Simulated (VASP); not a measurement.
```xyz
2
Lattice="0.0000 2.5299 2.5299 2.5299 0.0000 2.5299 2.5299 2.5299 0.0000" Properties=species:S:1:pos:R:3 pbc="T T T"
Ag     0.0000     0.0000     0.0000
Br     2.5299     2.5299     2.5299
```

The numbers are results of PBEsol GGA, VASP's PBE PAW potentials (set 64) (plane waves; VASP 6.6.1), not measurements. Numerical set-up: 500 eV cut-off, 9×9×9 Γ-centred mesh, Gaussian smearing of 0.050 eV, potentials Ag Br.

What does the run give for the energy per atom (σ→0), pressure?

- energy per atom (σ→0): -2.197 eV/atom
- pressure: 44.85 GPa

Total energies compare only between runs with the same potentials, cut-off and functional.

The compound is AgBr in the rock salt structure. It was relaxed first under an external pressure of 45 GPa.
